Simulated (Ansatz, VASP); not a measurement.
# HfMoSeSO2 (1T-HfO2 under 2H-MoSSe, AA') in two plane-wave programs

Aim: how closely do two programs agree when they are given the same cell, functional and k mesh? Of the first pair: The structure shown is the start of the Ansatz relaxation below; VASP solves that cell, so the two are compared at the walk's first step.

Method: plane waves, with VASP 6.6.1 beside it; PBE with D3(BJ), in Ansatz 0.2.0.

## (1) Starting point

The cell holds 6 atoms: 2 O, 1 Hf, 1 Se, 1 Mo and 1 S. Cell: a = 3.245 Å, b = 3.245 Å, c = 48.812 Å, α = 90.0°, β = 90.0°, γ = 120.0°. Vacuum lies along c.

## (2) Ansatz: relaxation, PBE with D3(BJ)

Ansatz runs on its default PAW (the set named soft_2) files.

The two programs are compared at the cell with which this relaxation starts, whose forces are those of its first step.

input.yaml

```yaml
crystal:
  lattice:
    - [3.245, 0.0, 0.0]
    - [-1.6225, 2.8102524353, 0.0]
    - [0.0, 0.0, 48.8116622518]
  atoms:
    - { symbol: O, position: [0.6666666667, 0.3333333333, 0.4087138008] }
    - { symbol: Hf, position: [0.0, 0.0, 0.4345128696] }
    - { symbol: O, position: [0.3333333333, 0.6666666667, 0.4603119385] }
    - { symbol: Se, position: [0.0, 0.0, 0.5217726604] }
    - { symbol: Mo, position: [0.3333333333, 0.6666666667, 0.5588217054] }
    - { symbol: S, position: [0.0, 0.0, 0.5912861992] }
  periodic: [true, true, false]
kpoints:
  mp_grid: { grid: [12, 12, 1] }
hamiltonian:
  xc: pbe
  dispersion: d3bj
scf:
  occupations: { method: fermi_dirac, width: 0.05 }
  convergence: { dr2_threshold: 1.0e-09 }
relax:
  f_tol: 0.004
  max_steps: 90
  cell: {}
output:
  write_potential: true
  write_density: true
  volumetric_format: npy
```

Command:

```console
> ansatz run input.yaml --threads 4 --pin off --max-ram 6144MiB --backend cpu --events-out ev --progress --plain --runs-dir out
```

Numbers of over 12 decimals in the logs are rounded to 6 here.

The log of the run:

```text
Warning: relax.cell: scf.convergence.dr2_threshold = 1e-9 eV is looser than the 1.67761323772e-10 eV advised for a relaxation that steers and ends on the stress (1e-10 eV for each atom of the cell: 6, times the square of relax.cell.stress_2d_tol = 0.05 N/m over 18.9 Å (the atoms' height at the walk's start and 5 Å past either face), 2.644e-2 GPa, over a crystal's default 0.05). What an SCF threshold leaves in a stress goes as its square root, and in the free energy as the threshold itself, and one threshold admits the most on a small cell: [figures from the program's tests cut] Set scf.convergence.dr2_threshold to 1.67761323772e-10 eV or tighter. [rest of the remark cut]
Engine: ansatz 0.2.0, aarch64-unknown-linux-gnu
Pseudopotentials: kind: paw
Pseudopotential: O, paw, valence charge 6, recommended cutoff 420 eV (normal), O.paw.azcp
Pseudopotential: Hf, paw, valence charge 26, recommended cutoff 420 eV (normal), Hf.paw.azcp
Pseudopotential: Se, paw, valence charge 16, recommended cutoff 420 eV (normal), Se.paw.azcp
Pseudopotential: Mo, paw, valence charge 14, recommended cutoff 420 eV (normal), Mo.paw.azcp
Pseudopotential: S, paw, valence charge 6, recommended cutoff 420 eV (normal), S.paw.azcp
Functional definition: PBE
  parameter kappa = 0.804
  parameter beta = 0.066725
  exchange = pbe_x(kappa = kappa, mu = beta*pi^2/3)
  correlation = pbe_c(beta = beta)
Crystal: 6 atoms, lattice volume = 445.127 Å³
Basis set: ecut = 420 eV, 8863 PW (Γ), exchange–correlation on 48×48×720 points (8 copies of the dense FFT grid, shifted against one another)
Bands: 45, of which v1, the nominal top of the filled ones, is band 37 counted from 1 (36 counted from 0)
Symmetry: 6 space group operations
Space group: P3m1 (ITA 156), of the structure as read, at distance tolerance 7.6e-5 Å
k-points: 19 of 144 (time reversal used)
Non-local potential: O, projectors of the file, l = 0: 2, l = 1: 2, l = 2: 1
Non-local potential: Hf, projectors of the file, l = 0: 3, l = 1: 2, l = 2: 2, l = 3: 3
Non-local potential: Se, projectors of the file, l = 0: 2, l = 1: 2, l = 2: 3, l = 3: 1
Non-local potential: Mo, projectors of the file, l = 0: 3, l = 1: 2, l = 2: 2, l = 3: 1
Non-local potential: S, projectors of the file, l = 0: 2, l = 1: 2, l = 2: 2
PAW form: soft (Blöchl's): semilocal exchange-correlation on the pseudo side does not see the compensation charge
PAW one-centre angular grid: O, 110 points (default); XC on 64 Gauss nodes
PAW one-centre angular grid: Hf, 590 points (default); XC on 64 Gauss nodes
PAW one-centre angular grid: Se, 590 points (default); XC on 64 Gauss nodes
PAW one-centre angular grid: Mo, 590 points (default); XC on 64 Gauss nodes
PAW one-centre angular grid: S, 110 points (default); XC on 64 Gauss nodes
Initial density: superposition of atomic densities (neutral atoms: chi_scale 0, normalization atom), corrected by the library's trained network
Initial wavefunctions: pseudopotential atomic-orbital guess
Functional: x = pbe(κ = 0.804, μ = 0.219515), c = pbe(β = 0.066725)
SCF iter   1: F=—  HF=-28190.682261 eV  |F-HF|=—  |Δ(HF+E_count)|=         —  Δρ=2.84e-3  dr2=1.96e-1  ethr=1.77e-3  ⟨swp⟩=15.0  Hψ=5455  notcnv=0  defer=3
preconditioner: auto → Resta (q_TF=auto, 2.023 Å⁻¹)  ε∞=2.2  [insulator: Δε(μ)=1.487 eV  Ē_g=11.046 eV  σ=0.050 eV  W_gap=1.00  n_scr=30 (ndim 8)  ℏωp=12.2 eV  f_vac=0.754  D(μ)=0.00/eV (n_scr^D=0)  ε∞_Penn≈2.2  vacuum switching on, ρ_ref=8.8e-3 e/Å³]
SCF iter   2: F=—  HF=-28190.634288 eV  |F-HF|=—  |Δ(HF+E_count)|=   4.80e-2  Δρ=2.90e-3  dr2=7.02e-2  ethr=2.65e-4  ⟨swp⟩=4.0  Hψ=1887  notcnv=0  defer=32
preconditioner: auto → LDOS  [insulator: Δε(μ)=0.326 eV  Ē_g=11.212 eV  σ=0.050 eV  W_gap=0.92  n_scr=30 (ndim 8)  ℏωp=12.2 eV  f_vac=0.754  D(μ)=0.08/eV (n_scr^D=2)  ε∞_Penn≈2.2  β→1.0]
SCF iter   3: F=—  HF=-28190.655538 eV  |F-HF|=—  |Δ(HF+E_count)|=   2.13e-2  Δρ=5.38e-3  dr2=3.33e-1  ethr=9.49e-5  ⟨swp⟩=4.1  Hψ=2011  notcnv=0  defer=26  recentre
SCF iter   4: F=—  HF=-28190.628334 eV  |F-HF|=—  |Δ(HF+E_count)|=   2.72e-2  Δρ=1.33e-3  dr2=1.97e-1  ethr=9.49e-5  ⟨swp⟩=4.0  Hψ=1783  notcnv=0  defer=25
SCF iter   5: F=—  HF=-28190.622928 eV  |F-HF|=—  |Δ(HF+E_count)|=   5.41e-3  Δρ=4.51e-4  dr2=3.29e-3  ethr=9.49e-5  ⟨swp⟩=1.8  Hψ=1224  notcnv=0  defer=26
SCF iter   6: F=—  HF=-28190.622860 eV  |F-HF|=—  |Δ(HF+E_count)|=   6.73e-5  Δρ=1.19e-4  dr2=3.81e-4  ethr=4.45e-6  ⟨swp⟩=3.2  Hψ=1405  notcnv=0  defer=26
[...]
Initial wavefunctions: pseudopotential atomic-orbital guess (no wavefunctions were taken with the density)
iter 1 solved again at ethr=1.71e-7 eV; its pass at ethr=3.10e-3 eV (dr2=1.27e-4 eV) is discarded
SCF iter   1: F=—  HF=-28192.032519 eV  |F-HF|=—  |Δ(HF+E_count)|=         —  Δρ=2.06e-5  dr2=2.69e-7  ethr=1.71e-7  ⟨swp⟩=6.6  Hψ=10532  notcnv=0
preconditioner: auto → Resta (q_TF=auto, 2.025 Å⁻¹)  ε∞=2.1  [insulator: Δε(μ)=1.613 eV  Ē_g=11.634 eV  σ=0.050 eV  W_gap=1.00  n_scr=30 (ndim 8)  ℏωp=12.2 eV  f_vac=0.770  D(μ)=0.00/eV (n_scr^D=0)  ε∞_Penn≈2.1  vacuum switching on, ρ_ref=9.8e-3 e/Å³]
SCF iter   2: F=—  HF=-28192.032351 eV  |F-HF|=—  |Δ(HF+E_count)|=   1.69e-4  Δρ=1.01e-5  dr2=1.28e-7  ethr=3.64e-10  ⟨swp⟩=4.6  Hψ=2666  notcnv=0
SCF iter   3: F=—  HF=-28192.032351 eV  |F-HF|=—  |Δ(HF+E_count)|=   9.02e-8  Δρ=5.16e-6  dr2=2.63e-8  ethr=1.73e-10  ⟨swp⟩=3.0  Hψ=1434  notcnv=0
SCF iter   4: F=—  HF=-28192.032351 eV  |F-HF|=—  |Δ(HF+E_count)|=   2.91e-8  Δρ=9.79e-7  dr2=2.38e-8  ethr=3.55e-11  ⟨swp⟩=3.3  Hψ=1774  notcnv=0
SCF iter   5: F=—  HF=-28192.032351 eV  |F-HF|=—  |Δ(HF+E_count)|=   1.31e-9  Δρ=5.65e-7  dr2=2.13e-9  ethr=3.21e-11  ⟨swp⟩=2.5  Hψ=1073  notcnv=0
SCF iter   6: F=-28192.032351 eV  HF=-28192.032351 eV  |F-HF|=4.40e-10  |Δ(HF+E_count)|=  8.37e-11  Δρ=2.27e-7  dr2=9.93e-11  ethr=1.35e-12  ⟨swp⟩=17.9  Hψ=7529  notcnv=0
SCF 9 converged in 6 iterations: F = -28192.032351 eV  dr2 = 9.93e-11
relax step   9: F+E_penalty+E_count = -28192.03235081 eV  Δ(F+E_penalty+E_count) = +1.301e-3 eV  max|allowed force component| = 1.425e-3 eV/Å  Δτ_max = 0.0000 Å  P = -0.009 N/m  Ω = 442.028 Å³  fix = [c, alpha, beta]  reactions: c -0.000 N/m  stress off target by 8.56e-3 N/m on what of the cell is left free  SCF on the basis re-selected at this cell (its energy is not comparable with the rows above)  (6 SCF iters)
basis re-selected at this cell: Δ(F+E_penalty+E_count) = +1.301e-3 eV, ΔP = -0.018 N/m vs the last step (what re-selecting the basis moved, of the pressure what is left beyond the Pulay correction that the steps carried, after the strain that the cell walked since its last selection, with what the two solves' SCF thresholds leave and, on support functions, any second-order correction that the steps lacked; it is no m [...]
WARN: The output density's exchange-correlation potential varies sharply where the density is thin. Do not read a vacuum level from v_tot or v_xc, or from such a field of the output density. On a cell that repeats whose density bears no net charge and no dipole along the vacuum's axis use v_es (v_loc + v_h of the components); under efield.dipole_correction with no amplitude use v_es + v_field, which holds any externa [...]
SCF converged after 6 iterations
Free energy (F): -28192.032351 eV
Harris-Foulkes:  -28192.032351 eV  (|F-HF|=4.40e-10)
Internal energy: -28192.032351 eV  (E = F + TS)
E sigma→0 (E₀):  -28192.032351 eV
Fermi energy:    -4.895255 eV
--- Per-component energies (eV) ---
  E_band       = -1930.507640
  E_kinetic    = 1438.674585
  E_local      = -507781.301875  (includes V_loc(G=0)·N_el)
  E_nonlocal   = -1571.445341
  E_hartree    = 252715.078158
  E_xc         = -833.013314
  E_vxc        = -869.910391  (∫ρ·V_xc dr)
  E_paw        = -12956.206150  (= ΣΔE_a)
  E_vpaw       = 1423.314603  (= ΣTr[D̂ρ^β])
  E_aug_tail   = 0.004386  (compensation charges beyond the density's cutoff)
  E_ewald      = 240797.770567
  E_disp       = -1.593366  (pairwise vdW)
  E_smearing   = -0.000000  (= −TS)
  E_closure    = -0.000000  (closes the sum)
  Σ components = -28192.032351   (vs F -28192.032351, Δ=0.00e0)
--- Forces (eV/Å), atoms counted from 1 ---
  atom   1  O      0.00000000     0.00000000    -0.00017911
  atom   2  Hf     0.00000000    -0.00000000     0.00031004
  atom   3  O      0.00000000    -0.00000000    -0.00018173
  atom   4  Se     0.00000000     0.00000000    -0.00142518
  atom   5  Mo     0.00000000     0.00000000     0.00106230
  atom   6  S     -0.00000000     0.00000000     0.00041428
  max |Σ_I F_I| component: 6.00e-7 eV/Å
--- 2D stress c σ (N/m, compression-positive) ---
       -0.008556       0.000000      -0.000000
        0.000000      -0.008556       0.000000
       -0.000000       0.000000      -0.000000
  P = ½ c Tr σ = -0.0086 N/m
--- Band table (eV; the first three rows and the last of 19) ---
  k-point 0: bands = [... 33 lower, -7.3713, -6.9123, -6.9123, -5.7251, -3.0520, -3.0520, -2.8704, -2.8704, ... 4 higher]
  k-point 1: bands = [... 33 lower, -7.6717, -7.0491, -6.7514, -5.7658, -3.0817, -3.0219, -2.9051, -2.8888, ... 4 higher]
  k-point 2: bands = [... 33 lower, -7.9546, -7.2835, -6.7751, -5.9770, -3.5167, -3.1349, -3.0830, -3.0331, ... 4 higher]
  k-point 18: bands = [... 33 lower, -8.8416, -8.5564, -7.8306, -5.7271, -4.1117, -3.1933, -2.8864, -2.2778, ... 4 higher]
  the weakly bound empty levels are not read free of the cell's end (no_gap_told)
--- Relaxed structure (8 steps of the walk, 8 accepted, 1 SCFs on fresh bases) ---
  F+E_penalty+E_count = -28192.03235081 eV   max|allowed force component| = 1.425e-3 eV/Å   (the final SCF, on the basis selected at the relaxed cell)
  cell:  # Å, volume = 442.0284 Å³
    - [3.233687, 0, 0]
    - [-1.616843, 2.800455, 0]
    - [0, 0, 48.8116622518]
  atoms:
    - { symbol: O, position: [0.666667, 0.333333, 0.419647] }
    - { symbol: Hf, position: [-1.0674338537032859e-17, -1.5180771384216872e-17, 0.439682] }
    - { symbol: O, position: [0.333333, 0.666667, 0.459532] }
    - { symbol: Se, position: [-1.3371392409053552e-17, -2.057487912825827e-17, 0.518551] }
    - { symbol: Mo, position: [0.333333, 0.666667, 0.553350] }
    - { symbol: S, position: [-1.4466512434311525e-17, -2.2765119178774198e-17, 0.584657] }
```

Reading the cycles: dr2 is the Hartree energy of the density residual (eV), the measure of convergence; HF is the Harris–Foulkes estimate of the energy, which meets the free energy F at convergence.

## (3) VASP: single point, PBE with D3(BJ), start cell, pair 1

The same cell, functional, mesh and smearing now go to VASP, with its own data sets.

Lines of VASP's logs that name or quote its potential files are left out, and so is its time.

INCAR

```
SYSTEM = HfMoSeSO2
PREC = Accurate
ENCUT = 520
EDIFF = 1E-06
NELM = 120
ISMEAR = -1
SIGMA = 0.05
LREAL = .FALSE.
ALGO = Normal
GGA = PE
IVDW = 12
NBANDS = 30
LASPH = .TRUE.
LORBIT = 11
LWAVE = .FALSE.
LCHARG = .FALSE.
ISIF = 2
LDIPOL = .TRUE.
IDIPOL = 3
DIPOL = 0.5 0.5 0.496
LVHAR = .TRUE.
GGA_COMPAT = .FALSE.
EFERMI = MIDGAP
NELMDL = -8
KPAR = 2
```

POSCAR

```
HfMoSeSO2
1.0
    3.2450000000      0.0000000000      0.0000000000
   -1.6225000000      2.8102520000      0.0000000000
    0.0000000000      0.0000000000     48.8116620000
O Hf Se Mo S
2 1 1 1 1
Direct
    0.6666666667      0.3333333333      0.4087138029
    0.3333333333      0.6666666667      0.4603119435
    0.0000000000      0.0000000000      0.4345128629
    0.0000000000      0.0000000000      0.5217726657
    0.3333333333      0.6666666667      0.5588217013
    0.0000000000      0.0000000000      0.5912861971
```

KPOINTS

```
Automatic mesh
0
Gamma
12 12 1
0 0 0
```

Potentials, in the order of the species: O, Hf_pv, Se, Mo_sv and S (PBE family, release 64).

Command:

```console
> mpirun -np 2 vasp_std
```

The log of the run:

```text
[banner, memory and clock lines left out]
running    2 mpi-ranks, on    1 nodes
 distrk:  each k-point on    1 cores,    2 groups
 distr:  one band on    1 cores,    1 groups

 POSCAR found type information on POSCAR O HfSeMoS
 POSCAR found :  5 types and       6 ions
 LDA part: xc-table for (Slater+PW92), standard interpolation
 POSCAR, INCAR and KPOINTS ok, starting setup
 FFT: planning ... GRIDC
 FFT: planning ... GRID_SOFT
 FFT: planning ... GRID
 WAVECAR not read
 entering main loop
       N       E                     dE             d eps       ncg     rms          rms(c)
DAV:   1     0.407947284013E+03    0.40795E+03   -0.21994E+04  1444   0.122E+03
DAV:   2     0.245817474340E+01   -0.40549E+03   -0.39415E+03  1566   0.282E+02
DAV:   3    -0.538929090489E+02   -0.56351E+02   -0.55671E+02  1372   0.103E+02
DAV:   4    -0.559206096305E+02   -0.20277E+01   -0.20090E+01  1444   0.202E+01
DAV:   5    -0.559816537646E+02   -0.61044E-01   -0.60974E-01  1440   0.315E+00
DAV:   6    -0.559831878405E+02   -0.15341E-02   -0.15328E-02  1496   0.508E-01
DAV:   7    -0.559832539142E+02   -0.66074E-04   -0.66058E-04  1494   0.901E-02
DAV:   8    -0.559832562774E+02   -0.23632E-05   -0.23613E-05  1384   0.156E-02    0.425E+01
DAV:   9    -0.502627408926E+02    0.57205E+01   -0.43173E+01  1272   0.324E+01    0.406E+01
DAV:  10    -0.493824969157E+02    0.88024E+00   -0.44991E+00  1350   0.144E+01    0.332E+01
DAV:  11    -0.527114879223E+02   -0.33290E+01   -0.92257E+00  1332   0.202E+01    0.163E+01
DAV:  12    -0.493945788295E+02    0.33169E+01   -0.93846E+00  1256   0.230E+01    0.540E+00
DAV:  13    -0.493368668657E+02    0.57712E-01   -0.21131E+00  1300   0.791E+00    0.116E+00
DAV:  14    -0.493043028729E+02    0.32564E-01   -0.17753E-01  1326   0.302E+00    0.107E+00
[...]
DAV:  33    -0.492698455712E+02   -0.18892E-04   -0.42643E-06  1276   0.130E-02    0.137E-02
DAV:  34    -0.492698483731E+02   -0.28019E-05   -0.90287E-07   878   0.561E-03    0.101E-02
DAV:  35    -0.492698507828E+02   -0.24097E-05   -0.51904E-07   898   0.496E-03    0.644E-03
DAV:  36    -0.492698561564E+02   -0.53736E-05   -0.41515E-07   778   0.340E-03    0.258E-03
DAV:  37    -0.492698587170E+02   -0.25606E-05   -0.48265E-07   876   0.558E-03    0.210E-03
DAV:  38    -0.492698603606E+02   -0.16436E-05   -0.19636E-07   672   0.292E-03    0.101E-03
DAV:  39    -0.492698614884E+02   -0.11278E-05   -0.91068E-08   660   0.203E-03    0.140E-03
DAV:  40    -0.492698623036E+02   -0.81516E-06   -0.38672E-08   648   0.100E-03
   1 F= -.50764402E+02 E0= -.50761797E+02  d E =-.521030E-02
```

OUTCAR, selected parts (step 3):

```text
ion  position               nearest neighbor table
   1  0.667  0.333  0.409-   3 2.26   3 2.26   3 2.26
   2  0.333  0.667  0.460-   3 2.26   3 2.26   3 2.26
   3  0.000  0.000  0.435-   1 2.26   1 2.26   1 2.26   2 2.26   2 2.26   2 2.26
   4  0.000  0.000  0.522-   5 2.60   5 2.60   5 2.60
   5  0.333  0.667  0.559-   6 2.45   6 2.45   6 2.45   4 2.60   4 2.60   4 2.60
   6  0.000  0.000  0.591-   5 2.45   5 2.45   5 2.45

  LATTYP: Found a hexagonal cell.
 ALAT       =     3.2450000000
 C/A-ratio  =    15.0421146379

 Subroutine GETGRP returns: Found  6 space group operations
 (whereof  6 operations were pure point group operations)

The static configuration has the point symmetry C_3v.

 Found     19 irreducible k-points:

   k-points           NKPTS =     19   k-points in BZ     NKDIM =     19   number of bands    NBANDS=     30

   dimension x,y,z NGX =    24 NGY =   24 NGZ =  378
   dimension x,y,z NGXF=    48 NGYF=   48 NGZF=  756

   ENCUT  =  520.0 eV  38.22 Ry    6.18 a.u.   6.03  6.03 90.76*2*pi/ulx,y,z

   NELECT =      48.0000    total number of electrons

 k-points in reciprocal lattice and weights: Automatic mesh
   0.00000000  0.00000000  0.00000000       0.007
   0.08333333  0.00000000  0.00000000       0.042
   0.16666667  0.00000000  0.00000000       0.042
   0.25000000  0.00000000  0.00000000       0.042
   0.33333333  0.00000000  0.00000000       0.042
   0.41666667 -0.00000000  0.00000000       0.042
   0.50000000  0.00000000  0.00000000       0.021
   0.08333333  0.08333333  0.00000000       0.042
   0.16666667  0.08333333  0.00000000       0.083
[...]
0.33333333  0.25000000  0.00000000       0.083
   0.33333333  0.33333333  0.00000000       0.014

 dipolmoment           0.000000      0.000000      0.009253 electrons x Angstroem

 average (electrostatic) potential at core
       1 -79.5341       2 -79.5884       3 -47.9098       4 -61.4330       5 -85.0017
       6 -94.5827

 E-fermi :  -3.2789

 k-point     1 :       0.0000    0.0000    0.0000
  band No.  band energies     occupation
    ...
     20      -5.4647      2.00000
     21      -5.2862      2.00000
     22      -4.1989      2.00000
     23      -4.1989      2.00000
     24      -3.5435      1.99000
     25      -1.9809      0.00000
     26      -1.9809      0.00000
     27      -1.3541      0.00000
     28      -1.0114      0.00000
     29      -0.5818      0.00000
    ...

 k-point     2 :       0.0833    0.0000    0.0000
  band No.  band energies     occupation
    ...
     20      -5.4010      2.00000
     21      -5.3385      2.00000
     22      -4.3195      2.00000
     23      -4.2507      2.00000
     24      -3.5538      1.99185
     25      -2.0852      0.00000
     26      -1.8416      0.00000
     27      -1.3471      0.00000
     28      -0.8932      0.00000
     29      -0.7326      0.00000
    ...

 k-point     3 :       0.1667    0.0000    0.0000
  band No.  band energies     occupation
    ...
     20      -5.7500      2.00000
     21      -5.3112      2.00000
     22      -4.5044      2.00000
     23      -4.4766      2.00000
     24      -3.7024      1.99958
     25      -2.3585      0.00000
     26      -1.4811      0.00000
     27      -1.4663      0.00000
     28      -1.2031      0.00000
     29      -0.8499      0.00000
    ...

 Edisp (eV)   -1.49454

  Total      -7.25625    -7.25624   -15.17530     0.00000     0.00000     0.00000
  in kB     -26.11794   -26.11793   -54.62159     0.00000     0.00000     0.00000
  external pressure =      -35.62 kB  Pullay stress =        0.00 kB

  energy-cutoff  :      520.00
  volume of cell :      445.13
      direct lattice vectors                 reciprocal lattice vectors
     3.245000000  0.000000000  0.000000000     0.308166410  0.177919987  0.000000000
    -1.622500000  2.810252000  0.000000000     0.000000000  0.355839974  0.000000000
     0.000000000  0.000000000 48.811662000     0.000000000  0.000000000  0.020486907

 POSITION                                       TOTAL-FORCE (eV/Angst)
 -----------------------------------------------------------------------------------
      1.62250      0.93675     19.95000         0.000000      0.000000      4.212635
     -0.00000      1.87350     22.46859        -0.000000     -0.000000     -4.097959
      0.00000      0.00000     21.20929        -0.000000     -0.000000     -0.069553
      0.00000      0.00000     25.46859        -0.000000      0.000000      1.480596
     -0.00000      1.87350     27.27702         0.000000     -0.000000     -0.456094
      0.00000      0.00000     28.86166        -0.000000     -0.000000     -1.069624
 -----------------------------------------------------------------------------------
    total drift:                                0.000000      0.000004      0.000188

  FREE ENERGIE OF THE ION-ELECTRON SYSTEM (eV)
  ---------------------------------------------------
  free  energy   TOTEN  =       -50.7644016579 eV

  energy  without entropy=      -50.7591913608  energy(sigma->0) =      -50.76179651

 vacuum level on the upper side and lower side of the slab         2.606         2.423

 total charge
# of ion       s       p       d       tot
------------------------------------------
    1        1.572   3.355   0.000   4.927
    2        1.572   3.360   0.000   4.932
    3        0.286   6.488   1.295   8.068
    4        1.484   2.281   0.053   3.819
    5        2.265   6.177   3.848  12.290
    6        1.362   2.310   0.000   3.672
--------------------------------------------------
tot          8.540  23.971   5.196  37.707

[... 3 further parts left out ...]
```

Harder data sets than Hf_pv exist (the GW ones), and pressures, volumes and forces can shift noticeably with them.

(Continued in part 2 of 2.)

[Lines on the potential files, build, host, timing and source positions are cut from VASP's logs without a mark.]

[Logs are printed without paths, hosts, clocks, repeated set-up lines and the standing remarks that a program may print on its own settings, such as how far it seeks lower states.]

[Hosts, paths, dates, database ids (printed as entryN), source tags and the programs' standing remarks are cut or masked in the printed files.]
